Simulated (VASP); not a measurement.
# TcPd: structure and properties in VASP

What structure does TcPd take at this level, and what are its properties? The steps: relaxing cell and atoms (RPBE), single point with fields (RPBE), band structure (RPBE), density of states (RPBE), field gradients at the nuclei (RPBE) and zone-centre phonons (RPBE). The cell is invented: it takes the structure of a Materials Project entry for TcPt (space group 166 there), with some of its atoms replaced by other elements, volume scaled by an estimate. It may not be a known or stable phase.

Program: VASP 6.6.1. Level of theory: RPBE; plane waves and PAW (Pd, Tc_pv); invented cell. Results are calculated unless marked as measured.

## Step 1: The structure

Before any relaxation, the start is as follows. The structure is trigonal, space group R-3m (No. 166). Conventional cell: a = 2.752 Å, b = 2.752 Å, c = 13.655 Å, α = 90.00°, β = 90.00°, γ = 120.00°. Nearest to Pd lie 6 Pd at 2.75 Å and 6 Tc at 2.78 Å. Nearest to Tc lie 6 Tc at 2.75 Å and 6 Pd at 2.78 Å. It derives from TcPt. it takes the structure of a Materials Project entry for TcPt (space group 166 there), with some of its atoms replaced by other elements, volume scaled by an estimate. Farther neighbours are not listed.

## Step 2: Relaxing cell and atoms (RPBE)

The start need not lie at this functional's minimum. ISIF = 3 frees volume, shape and positions, and EDIFFG sets the threshold on forces and stress at which the search stops. RPBE by itself binds more weakly than PBE and expands cells.

INCAR

```
SYSTEM = TcPd
PREC = Accurate
ENCUT = 400
EDIFF = 1E-06
NELM = 100
ISMEAR = -1
SIGMA = 0.05
LREAL = .FALSE.
ALGO = Normal
GGA = RP
LORBIT = 11
LWAVE = .FALSE.
LCHARG = .FALSE.
IBRION = 2
NSW = 60
ISIF = 3
EDIFFG = -0.01
```

POSCAR

```
TcPd
1.0
    1.3757680000      0.7943000000      4.5515500000
   -1.3757680000      0.7943000000      4.5515500000
    0.0000000000     -1.5886000000      4.5515500000
Pd Tc
1 1
Direct
    0.0000000000      0.0000000000      0.0000000000
    0.5000000000      0.5000000000      0.5000000000
```

KPOINTS

```
Automatic mesh
0
Gamma
8 8 8
0 0 0
```

The projector-augmented-wave data sets are Pd and Tc_pv (PBE family, release 64).

The run is started by

```bash
$ mpirun -np 1 vasp_std
```

The log of the run:

```text
[banner, memory and clock lines left out]
running    1 mpi-ranks, on    1 nodes
 distrk:  each k-point on    1 cores,    1 groups
 distr:  one band on    1 cores,    1 groups

 POSCAR found type information on POSCAR PdTc
 POSCAR found :  2 types and       2 ions
|                                                                             |
|               ----> ADVICE to this user running VASP <----                  |
|                                                                             |
|     You enforced a specific xc type in the INCAR file but a different       |
|     [... a line on the potential file left out ...]
|     I HOPE YOU KNOW WHAT YOU ARE DOING!                                     |
|                                                                             |

 LDA part: xc-table for (Slater+PW92), standard interpolation
 POSCAR, INCAR and KPOINTS ok, starting setup
 FFT: planning ... GRIDC
 FFT: planning ... GRID_SOFT
 FFT: planning ... GRID
 WAVECAR not read
 entering main loop
       N       E                     dE             d eps       ncg     rms          rms(c)
DAV:   1     0.173107649507E+03    0.17311E+03   -0.11497E+04  2046   0.121E+03
DAV:   2    -0.122208443057E+02   -0.18533E+03   -0.18251E+03  2356   0.343E+02
DAV:   3    -0.151518722068E+02   -0.29310E+01   -0.29160E+01  2041   0.528E+01
DAV:   4    -0.151719970481E+02   -0.20125E-01   -0.20123E-01  2140   0.439E+00
DAV:   5    -0.151722802923E+02   -0.28324E-03   -0.28324E-03  2069   0.515E-01    0.157E+01
DAV:   6    -0.142098191115E+02    0.96246E+00   -0.29591E+00  1957   0.168E+01    0.518E+00
DAV:   7    -0.141440562251E+02    0.65763E-01   -0.28540E-01  2160   0.457E+00    0.167E+00
DAV:   8    -0.141443271425E+02   -0.27092E-03   -0.13868E-01  2097   0.315E+00    0.175E+00
DAV:   9    -0.141319167220E+02    0.12410E-01   -0.40799E-02  2097   0.185E+00    0.187E-01
DAV:  10    -0.141314489349E+02    0.46779E-03   -0.19021E-03  2076   0.352E-01    0.542E-02
DAV:  11    -0.141314611819E+02   -0.12247E-04   -0.90738E-05  1999   0.993E-02    0.901E-03
DAV:  12    -0.141314625381E+02   -0.13562E-05   -0.44293E-06  2035   0.180E-02    0.481E-03
DAV:  13    -0.141314616142E+02    0.92386E-06   -0.57608E-07  1003   0.734E-03
   1 F= -.14131462E+02 E0= -.14123354E+02  d E =-.141315E+02
 curvature:   0.00 expect dE= 0.000E+00 dE for cont linesearch  0.000E+00
 trial: gam= 0.00000 g(F)=  0.460E-61 g(S)=  0.168E-01 ort = 0.000E+00 (trialstep = 0.100E+01)
 search vector abs. value=  0.168E-01
 bond charge predicted
       N       E                     dE             d eps       ncg     rms          rms(c)
DAV:   1    -0.142655358362E+02   -0.13407E+00   -0.49214E+00  1957   0.219E+01    0.269E+00
DAV:   2    -0.141709393420E+02    0.94596E-01   -0.49367E-01  2034   0.658E+00    0.163E+00
DAV:   3    -0.141582345901E+02    0.12705E-01   -0.44964E-01  2090   0.561E+00    0.130E+00
DAV:   4    -0.141335115100E+02    0.24723E-01   -0.12524E-01  2090   0.284E+00    0.329E-01
DAV:   5    -0.141333102840E+02    0.20123E-03   -0.42300E-03  1992   0.517E-01    0.761E-02
DAV:   6    -0.141333328951E+02   -0.22611E-04   -0.20136E-04  2195   0.119E-01    0.320E-02
DAV:   7    -0.141333459110E+02   -0.13016E-04   -0.15565E-05  1992   0.356E-02    0.796E-03
DAV:   8    -0.141333456836E+02    0.22742E-06   -0.97130E-07  1017   0.888E-03
   2 F= -.14133346E+02 E0= -.14124993E+02  d E =-.188407E-02
[...]
3 F= -.14136321E+02 E0= -.14128025E+02  d E =-.485940E-02
[...]
4 F= -.14135951E+02 E0= -.14127459E+02  d E =0.370207E-03
 trial-energy change:    0.000370  1 .order    0.000291   -0.002082    0.002663
 step:   0.3785(harm=  0.4008)  dis= 0.00000  next Energy=   -14.136747 (dE=-0.426E-03)
 bond charge predicted
       N       E                     dE             d eps       ncg     rms          rms(c)
DAV:   1    -0.141471784423E+02   -0.11228E-01   -0.29521E-01  1957   0.590E+00    0.831E-01
DAV:   2    -0.141373100956E+02    0.98683E-02   -0.32225E-02  1971   0.180E+00    0.204E-01
DAV:   3    -0.141374233483E+02   -0.11325E-03   -0.92486E-03  2118   0.842E-01    0.257E-01
DAV:   4    -0.141367023644E+02    0.72098E-03   -0.42390E-03  2111   0.526E-01    0.106E-01
DAV:   5    -0.141367432200E+02   -0.40856E-04   -0.24265E-04  1957   0.139E-01    0.989E-03
DAV:   6    -0.141367467241E+02   -0.35042E-05   -0.12054E-05  2076   0.296E-02    0.910E-03
DAV:   7    -0.141367490422E+02   -0.23180E-05   -0.11863E-06  1293   0.934E-03    0.179E-03
DAV:   8    -0.141367491991E+02   -0.15698E-06   -0.11535E-07   975   0.283E-03
   5 F= -.14136749E+02 E0= -.14128370E+02  d E =-.428188E-03
 curvature:  -0.23 expect dE=-0.223E-06 dE for cont linesearch -0.173E-06
 trial: gam=-0.02010 g(F)=  0.408E-59 g(S)=  0.980E-06 ort = 0.444E-04 (trialstep = 0.806E+00)
 search vector abs. value=  0.244E-06
 reached required accuracy - stopping structural energy minimisation
```

Elapsed: 2.7 min, on 1 MPI rank of AMD EPYC 7R43, shared host; peak memory 0.15 GiB.

The logs omit lines about the potential files and the build; timing stands in the text.

From OUTCAR (step 2):

```text
ion  position               nearest neighbor table
   1  0.000  0.000  0.000-   2 2.78   2 2.78   2 2.78   2 2.78   2 2.78   2 2.78
   2  0.500  0.500  0.500-   1 2.78   1 2.78   1 2.78   1 2.78   1 2.78   1 2.78

  LATTYP: Found a trigonal (rhomboedric) cell.
 ALAT       =     4.8208150226
 COS(alpha) =     0.8371156093

 Subroutine GETGRP returns: Found 12 space group operations
 (whereof 12 operations were pure point group operations)

The static configuration has the point symmetry D_3d.

 Found     65 irreducible k-points:

   k-points           NKPTS =     65   k-points in BZ     NKDIM =     65   number of bands    NBANDS=     15

   dimension x,y,z NGX =    32 NGY =   32 NGZ =   32
   dimension x,y,z NGXF=    64 NGYF=   64 NGZF=   64

   ENCUT  =  400.0 eV  29.40 Ry    5.42 a.u.   7.86  7.86  7.86*2*pi/ulx,y,z

   NELECT =      23.0000    total number of electrons

 k-points in reciprocal lattice and weights: Automatic mesh
   0.00000000  0.00000000  0.00000000       0.002
   0.12500000  0.00000000  0.00000000       0.012
   0.25000000  0.00000000  0.00000000       0.012
   0.37500000  0.00000000  0.00000000       0.012
   0.50000000  0.00000000  0.00000000       0.006
   0.12500000  0.12500000  0.00000000       0.012
   0.25000000  0.12500000  0.00000000       0.023
   0.37500000  0.12500000  0.00000000       0.023
   0.50000000  0.12500000  0.00000000       0.023
[...]
-0.37500000  0.50000000  0.37500000       0.012
   0.50000000  0.50000000  0.50000000       0.002

 average (electrostatic) potential at core
       1 -69.6808       2 -68.8683

 E-fermi :  11.3821

 k-point     1 :       0.0000    0.0000    0.0000
  band No.  band energies     occupation
    ...
      8       8.4035      2.00000
      9       8.8859      2.00000
     10       8.8859      2.00000
     11      10.6000      2.00000
     12      10.6000      2.00000
     13      11.7993      0.00048
     14      12.8570      0.00000
     15      12.8570      0.00000

 k-point     2 :       0.1250    0.0000    0.0000
  band No.  band energies     occupation
    ...
      9       8.6703      2.00000
     10       9.0084      2.00000
     11      10.0165      2.00000
     12      10.6879      2.00000
     13      10.9007      1.99987
     14      12.6675      0.00000
     15      14.6816      0.00000

 k-point     3 :       0.2500    0.0000    0.0000
  band No.  band energies     occupation
    ...
      8       8.4966      2.00000
      9       9.0337      2.00000
     10       9.3761      2.00000
     11       9.4130      2.00000
     12      10.4525      2.00000
     13      11.9355      0.00003
     14      12.2252      0.00000
     15      16.7223      0.00000

  Total        0.0028776      0.0028776      0.0049073     -0.0000000      0.0000000      0.0000000
  in kB        0.1551184      0.1551184      0.2645268     -0.0000000      0.0000000      0.0000000
  external PRESSURE =       0.1915879 kB  Pullay stress =       0.0000000 kB

  energy-cutoff  :      400.00
  volume of cell :       29.72
      direct lattice vectors                 reciprocal lattice vectors
     1.366888698  0.789173533  4.592231287     0.365794231  0.211191404  0.072586356
    -1.366888698  0.789173533  4.592231287    -0.365794231  0.211191404  0.072586356
     0.000000000 -1.578347066  4.592231287     0.000000000 -0.422382809  0.072586356

 POSITION                                       TOTAL-FORCE (eV/Angst)
 -----------------------------------------------------------------------------------
      0.00000      0.00000      0.00000         0.000000      0.000000     -0.000000
      0.00000      0.00000      6.88835        -0.000000     -0.000000      0.000000
 -----------------------------------------------------------------------------------
    total drift:                               -0.000000      0.000000      0.000000

  FREE ENERGIE OF THE ION-ELECTRON SYSTEM (eV)
  ---------------------------------------------------
  free  energy   TOTEN  =       -14.1367491991 eV

  energy  without entropy=      -14.1199912643  energy(sigma->0) =      -14.12837023

 reached required accuracy - stopping structural energy minimisation

 total charge
# of ion       s       p       d       tot
------------------------------------------
    1        0.539   0.595   8.441   9.575
    2        0.441   6.395   5.001  11.838
--------------------------------------------------
tot          0.980   6.990  13.442  21.413

[... 3 further parts left out ...]
```

This run has no spin polarisation. Its electron count is odd, so without a moment it is a metal by construction. The k-mesh is coarse for a metal. The PAW data sets were made with PBE, which is usual practice but a small mismatch for other functionals. The run keeps the 12 symmetry operations of its start, so it cannot find a distortion of lower symmetry.

Step by step:

| step | energy less that of the first step (eV) | largest force (eV/Å) | pressure (GPa) | volume (Å³) |
| --- | --- | --- | --- | --- |
| 1 | 0.0000 | 0.0000 | -1.01 | 29.84 |
| 2 | -0.0019 | 0.0000 | 2.47 | 29.43 |
| 3 | -0.0049 | 0.0000 | 0.89 | 29.61 |
| 4 | -0.0045 | 0.0000 | -1.10 | 29.88 |
| 5 | -0.0053 | 0.0000 | 0.02 | 29.72 |

| conventional cell, symmetrised | before | after | change |
| --- | --- | --- | --- |
| a (Å) | 2.752 | 2.734 | -0.6 % |
| b (Å) | 2.752 | 2.734 | -0.6 % |
| c (Å) | 13.655 | 13.777 | +0.9 % |
| volume (Å³/atom) | 14.92 | 14.86 | -0.4 % |

The relaxed structure:

```cif
data_structure
_symmetry_space_group_name_H-M 'P 1'
_symmetry_Int_Tables_number 1
_cell_length_a 4.8559
_cell_length_b 4.8559
_cell_length_c 4.8559
_cell_angle_alpha 32.698
_cell_angle_beta 32.698
_cell_angle_gamma 32.698
_cell_volume 29.72
loop_
_atom_site_label
_atom_site_type_symbol
_atom_site_fract_x
_atom_site_fract_y
_atom_site_fract_z
_atom_site_occupancy
Pd1 Pd 0.00000 0.00000 0.00000 1
Tc2 Tc 0.50000 0.50000 0.50000 1
```

This step gave:

```
electrons                       : 23
bands                           : 15
irreducible k-points            : 65
symmetry operations             : 12
free energy (TOTEN)             : -14.14 eV
energy at zero smearing         : -14.13 eV
Fermi energy                    : 11.38 eV
pressure                        : 0.01916 GPa
metallic                        : yes
SCF cycles over all ionic steps : 43
```

It ends with forces that vanish by symmetry and a pressure of 0.02 GPa.

[end of part 1 of 4]

[Lines on the potential files, build, host, timing and source positions are cut from VASP's logs without a mark.]

[Logs are printed without paths, hosts, clocks, repeated set-up lines and the standing remarks that a program may print on its own settings, such as how far it seeks lower states.]

[Hosts, paths, dates, database ids (printed as entryN), source tags and the programs' standing remarks are cut or masked in the printed files.]

[A measured line is paired with the nearest computed mode of its activity, which favours agreement.]
